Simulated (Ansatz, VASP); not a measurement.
# Cross-check of InSnSb between VASP and Ansatz, part 2 of 2

Wanted: the spread between two codes on one cell, functional and k mesh. The cell is generated by rule, not measured, and may not be a known phase. Of the first pair: The cell is taken from a series of runs on this material, whose earlier steps may have relaxed, scaled, displaced or heated it; both programs get it as it stands.

VASP 6.6.1 and Ansatz 0.2.0.

So far: Starting point; Ansatz: relaxation of cell and atoms, PBEsol, pair 1.

### 3. VASP: relaxation of cell and atoms, PBEsol, pair 1

Level of this step: PBEsol; plane waves and PAW (In_d, Sb, Sn_d); invented cell (VASP).

The same cell, functional, mesh and smearing now go to VASP, with its own data sets.

Lines of VASP's logs that name or quote its potential files are left out, and so is its time.

INCAR reads:

```
SYSTEM = InSnSb
PREC = Accurate
ENCUT = 500
EDIFF = 1E-07
NELM = 120
ISMEAR = 1
SIGMA = 0.15
LREAL = .FALSE.
ALGO = Normal
GGA = PS
NBANDS = 39
LORBIT = 11
LWAVE = .FALSE.
LCHARG = .FALSE.
ISIF = 3
IBRION = 2
NSW = 80
EDIFFG = -0.005
LASPH = .TRUE.
GGA_COMPAT = .FALSE.
NELMIN = 4
KPAR = 2
```

POSCAR reads:

```
InSnSb
1.0
    3.2730380000      3.2730380000      0.0000000000
   -3.2873550000      3.2873550000      0.0000000000
    3.2801960000     -0.0071580000      9.7449440000
In Sb Sn
2 2 2
Direct
    0.0019565531      0.9980434475      0.9960868939
    0.3352316853      0.6647683153      0.3295366295
    0.4173662774      0.0826337232      0.1652674454
    0.7509828174      0.7490171832      0.4980343653
    0.6636000680      0.3363999326      0.6727998642
    0.0808625991      0.4191374014      0.8382748018
```

KPOINTS reads:

```
Automatic mesh
0
Gamma
8 8 8
0 0 0
```

Potentials, in the order of the species: In_d, Sb and Sn_d (PBE family, release 64).

Run with:

```sh
mpirun -np 2 vasp_std
```

Numbers of over 12 decimals in the logs are rounded to 6 here.

The program printed:

```text
[banner, memory and clock lines left out]
running    2 mpi-ranks, on    1 nodes
 distrk:  each k-point on    1 cores,    2 groups
 distr:  one band on    1 cores,    1 groups

 POSCAR found type information on POSCAR InSbSn
 POSCAR found :  3 types and       6 ions
|                                                                             |
|               ----> ADVICE to this user running VASP <----                  |
|                                                                             |
|     You enforced a specific xc type in the INCAR file but a different       |
|     [... a line on the potential file left out ...]
|     I HOPE YOU KNOW WHAT YOU ARE DOING!                                     |
|                                                                             |

 LDA part: xc-table for (Slater+PW92), standard interpolation
 POSCAR, INCAR and KPOINTS ok, starting setup
 FFT: planning ... GRIDC
 FFT: planning ... GRID_SOFT
 FFT: planning ... GRID
 WAVECAR not read
 entering main loop
       N       E                     dE             d eps       ncg     rms          rms(c)
DAV:   1     0.621086943877E+03    0.62109E+03   -0.28683E+04  7452   0.187E+03
DAV:   2     0.624086498608E+02   -0.55868E+03   -0.54470E+03  7424   0.513E+02
DAV:   3    -0.196073222278E+02   -0.82016E+02   -0.79625E+02  8828   0.200E+02
DAV:   4    -0.237975136760E+02   -0.41902E+01   -0.41657E+01  8638   0.494E+01
DAV:   5    -0.239853503863E+02   -0.18784E+00   -0.18777E+00 11255   0.101E+01    0.650E+00
DAV:   6    -0.236680134402E+02    0.31734E+00   -0.40570E-01  9451   0.120E+01    0.361E+00
DAV:   7    -0.235932233278E+02    0.74790E-01   -0.38689E-01  9718   0.594E+00    0.822E-01
DAV:   8    -0.235926929306E+02    0.53040E-03   -0.74053E-02  8970   0.347E+00    0.529E-01
DAV:   9    -0.235940046008E+02   -0.13117E-02   -0.81362E-03 10332   0.894E-01    0.253E-01
DAV:  10    -0.235943822709E+02   -0.37767E-03   -0.15131E-03 10171   0.414E-01    0.766E-02
DAV:  11    -0.235944512090E+02   -0.68938E-04   -0.25330E-04  9989   0.145E-01    0.286E-02
DAV:  12    -0.235944502789E+02    0.93012E-06   -0.63976E-05  9553   0.115E-01    0.175E-02
DAV:  13    -0.235944574009E+02   -0.71220E-05   -0.19996E-05  9640   0.247E-02    0.538E-03
DAV:  14    -0.235944576407E+02   -0.23987E-06   -0.20487E-06  9762   0.169E-02    0.372E-03
DAV:  15    -0.235944577966E+02   -0.15589E-06   -0.71155E-07  7797   0.538E-03    0.691E-04
DAV:  16    -0.235944577724E+02    0.24238E-07   -0.35290E-08  5609   0.149E-03
   1 F= -.23594458E+02 E0= -.23594911E+02  d E =-.235945E+02
[...]
2 F= -.23594477E+02 E0= -.23594928E+02  d E =-.192158E-04
[...]
3 F= -.23594478E+02 E0= -.23594929E+02  d E =-.200771E-04
 curvature:  -0.60 expect dE=-0.466E-05 dE for cont linesearch -0.464E-07
 trial: gam= 0.20141 g(F)=  0.536E-05 g(S)=  0.241E-05 ort = 0.155E-05 (trialstep = 0.104E+01)
 search vector abs. value=  0.965E-05
 bond charge predicted
       N       E                     dE             d eps       ncg     rms          rms(c)
DAV:   1    -0.235944834906E+02   -0.56805E-05   -0.25230E-03  9904   0.267E-01    0.209E-02
DAV:   2    -0.235944864119E+02   -0.29213E-05   -0.92085E-05 10894   0.706E-02    0.907E-03
DAV:   3    -0.235944850395E+02    0.13724E-05   -0.49523E-06  9834   0.204E-02    0.526E-03
DAV:   4    -0.235944842976E+02    0.74190E-06   -0.76859E-07  8538   0.839E-03    0.193E-03
DAV:   5    -0.235944840627E+02    0.23494E-06   -0.14152E-07  5279   0.332E-03    0.523E-04
DAV:   6    -0.235944840067E+02    0.55906E-07   -0.37821E-08  4363   0.190E-03
   4 F= -.23594484E+02 E0= -.23594934E+02  d E =-.615728E-05
 trial-energy change:   -0.000006  1 .order   -0.000006   -0.000008   -0.000004
 step:   1.8617(harm=  1.8617)  dis= 0.00055  next Energy=   -23.594485 (dE=-0.752E-05)
 reached required accuracy - stopping structural energy minimisation
```

From OUTCAR (step 3):

```text
ion  position               nearest neighbor table
   1  0.002  0.998  0.996-   6 2.79   6 2.79   3 2.84   3 2.84
   2  0.335  0.665  0.330-   3 2.82   3 2.82   4 2.84   4 2.84
   3  0.417  0.083  0.165-   2 2.82   2 2.82   1 2.84   1 2.84
   4  0.751  0.749  0.498-   2 2.84   2 2.84   5 2.88   5 2.88
   5  0.664  0.336  0.673-   6 2.82   6 2.82   4 2.88   4 2.88
   6  0.081  0.419  0.838-   1 2.79   1 2.79   5 2.82   5 2.82

  LATTYP: Found a body centered orthorhombic cell.
 ALAT       =     4.6287747298
 B/A-ratio  =     1.0043742236
 C/A-ratio  =     4.2105933293

 Subroutine GETGRP returns: Found  4 space group operations
 (whereof  4 operations were pure point group operations)

The static configuration has the point symmetry C_2v.

 Found     95 irreducible k-points:

   k-points           NKPTS =     95   k-points in BZ     NKDIM =     95   number of bands    NBANDS=     39

   dimension x,y,z NGX =    36 NGY =   36 NGZ =   80
   dimension x,y,z NGXF=    72 NGYF=   72 NGZF=  160

   ENCUT  =  500.0 eV  36.75 Ry    6.06 a.u.   8.44  8.48 18.75*2*pi/ulx,y,z

   NELECT =      64.0000    total number of electrons

 k-points in reciprocal lattice and weights: Automatic mesh
   0.00000000  0.00000000  0.00000000       0.002
   0.12500000  0.00000000  0.00000000       0.008
   0.25000000  0.00000000  0.00000000       0.008
   0.37500000  0.00000000  0.00000000       0.008
   0.50000000  0.00000000  0.00000000       0.004
   0.00000000  0.12500000 -0.00000000       0.008
   0.12500000  0.12500000  0.00000000       0.008
   0.25000000  0.12500000  0.00000000       0.016
   0.37500000  0.12500000  0.00000000       0.016
[...]
0.00000000  0.25000000  0.37500000       0.004
   0.00000000  0.00000000  0.50000000       0.002

 average (electrostatic) potential at core
       1 -95.9734       2 -96.2914       3 -87.2172       4 -87.5401       5-101.9791
       6-101.4896

 E-fermi :   4.9696

 k-point     1 :       0.0000    0.0000    0.0000
  band No.  band energies     occupation
    ...
     28       3.1319      2.00000
     29       3.1633      2.00000
     30       4.2472      2.00000
     31       4.8468      1.98952
     32       4.9115      1.60468
     33       5.1663     -0.06888
     34       5.7229     -0.00000
     35       5.9867     -0.00000
     36       6.7501     -0.00000
     37       6.9530     -0.00000
    ...

 k-point     2 :       0.1250    0.0000    0.0000
  band No.  band energies     occupation
    ...
     27       2.5454      2.00000
     28       2.8627      2.00000
     29       3.2444      2.00000
     30       3.2478      2.00000
     31       4.5691      2.00105
     32       5.1002     -0.01195
     33       5.3188     -0.00483
     34       6.1176     -0.00000
     35       6.5354     -0.00000
     36       7.0260     -0.00000
    ...

 k-point     3 :       0.2500    0.0000    0.0000
  band No.  band energies     occupation
    ...
     28       2.7002      2.00000
     29       2.8792      2.00000
     30       3.4564      2.00000
     31       3.8903      2.00000
     32       4.9403      1.32410
     33       5.4698     -0.00003
     34       6.3158     -0.00000
     35       6.9406     -0.00000
     36       7.6131     -0.00000
     37       7.8220     -0.00000
    ...

  Total        0.0065234      0.0065234     -0.0004373     -0.0010583     -0.0000000      0.0000000
  in kB        0.0498596      0.0498596     -0.0033423     -0.0080885     -0.0000000      0.0000000
  external PRESSURE =       0.0321256 kB  Pullay stress =       0.0000000 kB

  energy-cutoff  :      500.00
  volume of cell :      209.62
      direct lattice vectors                 reciprocal lattice vectors
     3.272340633  3.272340633 -0.000000000     0.152795829  0.152795829 -0.051320016
    -3.287507322  3.287507322 -0.000000000    -0.152090916  0.152090916  0.051320001
     3.279923478 -0.007582844  9.742787239    -0.000000000  0.000000000  0.102640033

 POSITION                                       TOTAL-FORCE (eV/Angst)
 -----------------------------------------------------------------------------------
     -0.00758      3.27992      9.70353         0.000000     -0.000000     -0.002883
     -0.00758      3.27992      3.21053         0.000000     -0.000000     -0.001639
      1.63617      1.63617      1.61020         0.000000     -0.000000     -0.002103
      1.62859      4.91609      4.85181        -0.000000      0.000000      0.002054
      3.27234      3.27234      6.55609        -0.000000      0.000000      0.002053
      1.63617      1.63617      8.16759        -0.000000      0.000000      0.002518
 -----------------------------------------------------------------------------------
    total drift:                                0.000238     -0.000016      0.000167

  FREE ENERGIE OF THE ION-ELECTRON SYSTEM (eV)
  ---------------------------------------------------
  free  energy   TOTEN  =       -23.5944840067 eV

  energy  without entropy=      -23.5958343004  energy(sigma->0) =      -23.59493410

 reached required accuracy - stopping structural energy minimisation

 total charge
# of ion       s       p       d       tot
------------------------------------------
    1        0.887   0.725   9.854  11.466
    2        0.878   0.693   9.863  11.434
    3        1.145   1.305   0.020   2.469
    4        1.153   1.281   0.022   2.455
    5        1.177   1.125   9.975  12.277
    6        1.169   1.224   9.962  12.355
--------------------------------------------------
tot          6.410   6.352  39.695  52.456

[... 3 further parts left out ...]
```

CONTCAR:

```
InSnSb
   1.00000000000000
     3.2723406333014808    3.2723406333014808   -0.0000000000000000
    -3.2875073218045761    3.2875073218045761   -0.0000000000746620
     3.2799234776405264   -0.0075828443390457    9.7427872392899744
  In              Sb              Sn
     2     2     2
Direct
     0.0020144633225707    0.9979855372774330    0.9959710734548605
     0.3352355134185587    0.6647644871814449    0.3295289732628844
     0.4173643705877440    0.0826356300122525    0.1652712590245085
     0.7510051577308386    0.7489948428691650    0.4979896846383244
     0.6635413592201379    0.3364586413798656    0.6729172817597276
     0.0808391360201554    0.4191608644798464    0.8383217279596891
```

The run keeps the 4 symmetry operations of its start, so it cannot find a distortion of lower symmetry.

### 4. Comparison

Known differences besides the potentials themselves: the data sets hold 84 valence electrons in Ansatz (on its default PAW (the set named soft_2) files) and 64 in VASP; the cutoff is 420 eV in Ansatz and 500 eV in VASP; Ansatz makes its cores anew for this functional, VASP keeps those of its PBE data sets; Ansatz adds a Pulay correction to the stress that steers its cell, VASP none. Total energies have different zeros and are not compared.

Both answers:

```tsv
quantity	Ansatz	VASP	difference
volume (Å³)	209.66	209.62	+0.02 %
edge a after relaxation, in the typed setting (Å)	4.629	4.628	+0.02 %
edge b after relaxation, in the typed setting (Å)	4.649	4.649	+0.00 %
edge c after relaxation, in the typed setting (Å)	10.280	10.280	+0.00 %
```

### 5. VASP: relaxation of cell and atoms, PBEsol, pair 2

The relaxed volume is the usual yardstick between codes: in a stiff, nearly cubic crystal its relative difference is about their pressure difference at one cell divided by the bulk modulus. Its start cell is another than that of the pair before, and may be another structure of the material.

Changes to INCAR since step 3:

```diff
@@ -5,4 +5,4 @@
 NELM = 120
-ISMEAR = 1
-SIGMA = 0.15
+ISMEAR = 0
+SIGMA = 0.1
 LREAL = .FALSE.
```

POSCAR reads:

```
InSnSb
1.0
    3.2725081122      3.2725081122      0.0000000000
   -3.2885385699      3.2885385699      0.0000000000
    3.2805233410     -0.0080152288      9.7426594137
In Sb Sn
2 2 2
Direct
    0.0020135256      0.9979864744      0.9959729488
    0.3352881975      0.6647118025      0.3294236049
    0.4173736119      0.0826263881      0.1652527763
    0.7509681976      0.7490318024      0.4980636048
    0.6635457173      0.3364542827      0.6729085654
    0.0808107501      0.4191892499      0.8383784998
```

KPOINTS is that of step 3.

Run with:

```sh
mpirun -np 2 vasp_std
```

The program printed:

```text
[banner, memory and clock lines left out]
running    2 mpi-ranks, on    1 nodes
[...]
[... a notice as in an earlier step ...]

 LDA part: xc-table for (Slater+PW92), standard interpolation
 POSCAR, INCAR and KPOINTS ok, starting setup
[...]
entering main loop
       N       E                     dE             d eps       ncg     rms          rms(c)
DAV:   1     0.619574526316E+03    0.61957E+03   -0.28596E+04  7431   0.187E+03
DAV:   2     0.622270442560E+02   -0.55735E+03   -0.54344E+03  7410   0.510E+02
DAV:   3    -0.196898879969E+02   -0.81917E+02   -0.79447E+02  8844   0.200E+02
DAV:   4    -0.238010715067E+02   -0.41112E+01   -0.40880E+01  8593   0.490E+01
[...]
DAV:  14    -0.235959923245E+02   -0.21848E-06   -0.25021E-06  9635   0.196E-02    0.361E-03
DAV:  15    -0.235959924931E+02   -0.16862E-06   -0.75825E-07  8036   0.603E-03    0.681E-04
DAV:  16    -0.235959924550E+02    0.38117E-07   -0.38431E-08  5602   0.152E-03
   1 F= -.23595992E+02 E0= -.23594723E+02  d E =-.235960E+02
[...]
N       E                     dE             d eps       ncg     rms          rms(c)
DAV:   1    -0.235960260577E+02   -0.33565E-04   -0.12145E-03 10260   0.355E-01    0.338E-02
DAV:   2    -0.235959990340E+02    0.27024E-04   -0.71768E-05  9374   0.105E-01    0.136E-02
DAV:   3    -0.235959940996E+02    0.49343E-05   -0.17793E-05 10248   0.480E-02    0.515E-03
DAV:   4    -0.235959945127E+02   -0.41307E-06   -0.12152E-06  9054   0.875E-03    0.348E-03
DAV:   5    -0.235959949295E+02   -0.41678E-06   -0.10130E-07  5025   0.323E-03    0.741E-04
DAV:   6    -0.235959951005E+02   -0.17105E-06   -0.61016E-08  4664   0.236E-03    0.220E-04
DAV:   7    -0.235959951053E+02   -0.47294E-08   -0.19167E-08  4559   0.141E-03
   2 F= -.23595995E+02 E0= -.23594726E+02  d E =-.265028E-05
 trial-energy change:   -0.000003  1 .order   -0.000002   -0.000004   -0.000000
 step:   1.0275(harm=  1.0446)  dis= 0.00025  next Energy=   -23.595995 (dE=-0.265E-05)
 reached required accuracy - stopping structural energy minimisation
```

From OUTCAR (step 5):

```text
  Total        0.0015385      0.0015385      0.0079156      0.0019566      0.0000000     -0.0000000
  in kB        0.0117578      0.0117578      0.0604920      0.0149529      0.0000000     -0.0000000
  external PRESSURE =       0.0280026 kB  Pullay stress =       0.0000000 kB

 POSITION                                       TOTAL-FORCE (eV/Angst)
 -----------------------------------------------------------------------------------
     -0.00807      3.28020      9.70309         0.000000     -0.000000     -0.001331
     -0.00807      3.28020      3.20963        -0.000000      0.000000      0.002303
      1.63606      1.63606      1.60997        -0.000000      0.000000      0.000676
      1.62799      4.91626      4.85225         0.000000     -0.000000     -0.000195
      3.27213      3.27213      6.55576         0.000000     -0.000000     -0.000832
      1.63606      1.63606      8.16778         0.000000     -0.000000     -0.000621
 -----------------------------------------------------------------------------------
    total drift:                                0.000229     -0.000005      0.000262

  FREE ENERGIE OF THE ION-ELECTRON SYSTEM (eV)
  ---------------------------------------------------
  free  energy   TOTEN  =       -23.5959951053 eV

  energy  without entropy=      -23.5934577399  energy(sigma->0) =      -23.59472642

[... 2 parts as in an earlier step ...]

[... 2 further parts left out ...]
[key lines of the parts left out:]
E-fermi :   4.9771
```

### 6. Ansatz: relaxation of cell and atoms, PBEsol, pair 2

Its own start cell and the same functional, mesh and smearing now go to Ansatz, which takes its cutoff from its data sets.

The two relaxations start from unlike cells of this crystal, so only their ends are compared.

input.yaml reads:

```yaml
crystal:
  lattice:
    - [3.24167, 3.24167, 0.0]
    - [-3.24167, 3.24167, 0.0]
    - [3.24167, 0.0, 9.725]
  atoms:
    - { symbol: In, position: [0.0, 0.0, 0.0] }
    - { symbol: In, position: [0.333333, 0.666667, 0.333333] }
    - { symbol: Sb, position: [0.416667, 0.083333, 0.166667] }
    - { symbol: Sb, position: [0.75, 0.75, 0.5] }
    - { symbol: Sn, position: [0.666667, 0.333333, 0.666667] }
    - { symbol: Sn, position: [0.083333, 0.416667, 0.833333] }
kpoints:
  mp_grid: { grid: [8, 8, 8] }
hamiltonian:
  xc: pbesol
scf:
  occupations: { method: gaussian, width: 0.1 }
output:
  forces: true
  stress: true
  eigenvalues: true
  write_density: true
  write_potential: true
  elf: true
  volumetric_format: npy
relax:
  adjacent_minimum: "off"
  f_tol: 0.005
  max_steps: 80
  cell: { stress_tol: 0.05 }
```

Run with:

```sh
ansatz run input.yaml --threads 8 --pin off --max-ram 14336MiB --backend cpu --events-out ev --progress --plain --runs-dir out
```

The program printed:

```text
[...]
- [3.273038, 3.273038, 0]
    - [-3.287355, 3.287355, 0]
    - [3.280196, -0.00715816, 9.744944]
  atoms:
    - { symbol: In, position: [0.00195654, -0.00195654, -0.00391307] }
    - { symbol: In, position: [0.335232, 0.664768, 0.329537] }
    - { symbol: Sb, position: [0.417366, 0.082634, 0.165267] }
    - { symbol: Sb, position: [0.750983, 0.749017, 0.498034] }
    - { symbol: Sn, position: [0.663600, 0.336400, 0.672800] }
    - { symbol: Sn, position: [0.080863, 0.419137, 0.838275] }
[key lines of the parts left out:]
SCF converged after 6 iterations
Free energy (F): -35766.537647 eV
Fermi energy:    7.170103 eV
P = ⅓ Tr σ = -0.0041 GPa (-0.041 kbar)
```

### 7. Side by side

What differs besides the data sets and the points named for the pairs above, as far as they apply: the data sets hold 84 valence electrons in Ansatz (on its default PAW (the set named soft_2) files) and 64 in VASP. Total energies have different zeros and are not compared.

Compared:

```tsv
quantity	Ansatz	VASP	difference
volume (Å³)	209.70	209.65	+0.03 %
edge a after relaxation, in the typed setting (Å)	4.629	4.628	+0.03 %
edge b after relaxation, in the typed setting (Å)	4.649	4.650	-0.03 %
edge c after relaxation, in the typed setting (Å)	10.282	10.280	+0.02 %
```

### 8. Summary of results

| Item | Value |
| --- | --- |
| difference in edge a after relaxation, in the typed setting (relaxation of cell and atoms, PBEsol, pair 1) | 0.017 % |
| difference in edge a after relaxation, in the typed setting (relaxation of cell and atoms, PBEsol, pair 2) | 0.028 % |

In words: The difference in edge a after relaxation, in the typed setting is 0.028 % (relaxation of cell and atoms, PBEsol, pair 2), within the 1.2 % picked in this series as the mark of a large difference, as far as the stopping tolerances let one tell. The data sets hold unlike numbers of valence electrons (84 in Ansatz and 64 in VASP), so part of the differences may come from the potentials. Such differences can come from data sets, numerical settings and the points named under the comparisons, not from the functional's error against experiment.

[Lines on the potential files, build, host, timing and source positions are cut from VASP's logs without a mark.]

[Logs are printed without paths, hosts, clocks, repeated set-up lines and the standing remarks that a program may print on its own settings, such as how far it seeks lower states.]

[Hosts, paths, dates, database ids (printed as entryN), source tags and the programs' standing remarks are cut or masked in the printed files.]
